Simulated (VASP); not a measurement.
Computed with LDA (Ceperley-Alder, Perdew-Zunger), VASP's LDA PAW potentials (set 64) (plane waves; VASP).

Input for VASP

**POSCAR**
```
ZnO
10.3309820
  0.1546845735  -0.2679215808   0.0000000000
  0.1546845735   0.2679215808   0.0000000000
  0.0000000000   0.0000000000   0.4999999932
Zn O
2 2
direct
  0.6666670000   0.3333330000   0.5017687217
  0.3333330000   0.6666670000   0.0017687217
  0.6666670000   0.3333330000   0.8802312783
  0.3333330000   0.6666670000   0.3802312783
```

INCAR:
```
! general
SYSTEM  =ZnO
PREC    =Accurate
ENCUT   =520
LREAL   =.FALSE.
LASPH   =.TRUE.

! electronic loop
EDIFF   =1E-8
NELM    =100
ALGO    =Normal
LMAXMIX =4

! smearing
ISMEAR  =0
SIGMA   =0.01

! output
LWAVE   =.FALSE.
LCHARG  =.FALSE.

! other
LEPSILON=.TRUE.
```

### KPOINTS
```
Regular mesh
0
G
8 8 5
```

POTCAR, in this order: Zn O (LDA.64 set). Program: vasp_std.

Output

**OUTCAR**
```


 HEAD OF MICROSCOPIC STATIC DIELECTRIC TENSOR (INDEPENDENT PARTICLE, excluding Hartree and local field effects)
 ------------------------------------------------------
           6.336237     0.000000     0.000000
           0.000000     6.336239     0.000000
           0.000000     0.000000     6.005856
 ------------------------------------------------------

 MACROSCOPIC STATIC DIELECTRIC TENSOR (including local field effects in DFT)
 ------------------------------------------------------
           6.163711    -0.000000     0.000000
          -0.000000     6.163713     0.000000
           0.000000     0.000000     5.850444
 ------------------------------------------------------

 PIEZOELECTRIC TENSOR (including local field effects)  for field in x, y, z        (e  Angst)
          XX          YY          ZZ          XY          YZ          ZX
  --------------------------------------------------------------------------------
  x    -0.00000    -0.00000    -0.00000     0.00000     0.00000     1.17588
  y    -0.00000     0.00000     0.00000     0.00000     1.17588     0.00000
  z     1.08563     1.08563    -2.21316     0.00000     0.00000     0.00000

 PIEZOELECTRIC TENSOR (including local field effects)  for field in x, y, z        (C/m^2)
          XX          YY          ZZ          XY          YZ          ZX
  --------------------------------------------------------------------------------
  x    -0.00000    -0.00000    -0.00000     0.00000     0.00000     0.41228
  y    -0.00000     0.00000     0.00000     0.00000     0.41228     0.00000
  z     0.38064     0.38064    -0.77597     0.00000     0.00000     0.00000

 BORN EFFECTIVE CHARGES (including local field effects) (in |e|, cummulative output)
 ---------------------------------------------------------------------------------
 ion    1
    1     2.11408     0.00000    -0.00000
    2     0.00000     2.11408     0.00000
    3    -0.00000     0.00000     2.15818
 ion    2
    1     2.11408     0.00000     0.00000
    2     0.00000     2.11408    -0.00000
    3    -0.00000    -0.00000     2.15818
 ion    3
    1    -2.11408     0.00000    -0.00000
    2     0.00000    -2.11408     0.00000
    3    -0.00000    -0.00000    -2.15818
 ion    4
    1    -2.11408    -0.00000    -0.00000
    2     0.00000    -2.11408    -0.00000
    3     0.00000     0.00000    -2.15818
```
(Selected blocks of OUTCAR.)

**OUTCAR**
```
 val. band max:        1.2711621732   @ k =   0.0000   0.0000   0.0000

 cond. band min:       2.0676827727   @ k =   0.0000   0.0000   0.0000


 Fermi energy:         1.4044192139

 k-point     1 :       0.0000    0.0000    0.0000
  band No.  band energies     occupation
      1     -16.8815      2.00000
      2     -16.0519      2.00000
      3      -4.7847      2.00000
      4      -4.7160      2.00000
      5      -4.7159      2.00000
      6      -4.6781      2.00000
      7      -4.5089      2.00000
      8      -4.5089      2.00000
      9      -3.4226      2.00000
     10      -3.4226      2.00000
     11      -3.1887      2.00000
     12      -3.1887      2.00000
     13      -2.8887      2.00000
     14       0.4191      2.00000
     15       0.4191      2.00000
     16       1.1694      2.00000
     17       1.2712      2.00000
     18       1.2712      2.00000
     19       2.0677      0.00000
     20       6.5341      0.00000
     21       9.4488      0.00000
     22      14.1928      0.00000

 k-point     2 :       0.1250    0.0000    0.0000
  band No.  band energies     occupation
      1     -16.7840      2.00000
      2     -16.0081      2.00000
      3      -4.8319      2.00000
      4      -4.6644      2.00000
      5      -4.6461      2.00000
      6      -4.6264      2.00000
      7      -4.5077      2.00000
      8      -4.4344      2.00000
      9      -3.4636      2.00000
     10      -3.4267      2.00000
     11      -3.1804      2.00000
     12      -3.1285      2.00000
     13      -2.9069      2.00000
     14      -0.1603      2.00000
     15       0.2005      2.00000
     16       0.4592      2.00000
     17       1.0587      2.00000
     18       1.1535      2.00000
     19       3.0821      0.00000
     20       7.1796      0.00000
     21       9.4289      0.00000
     22      12.7510      0.00000

 k-point     3 :       0.2500    0.0000    0.0000
  band No.  band energies     occupation
      1     -16.5318      2.00000
...
```

The dielectric response may not be converged in the k-mesh; for small gaps it tends to come out too large.

The compound is ZnO in the wurtzite structure. It was relaxed first.
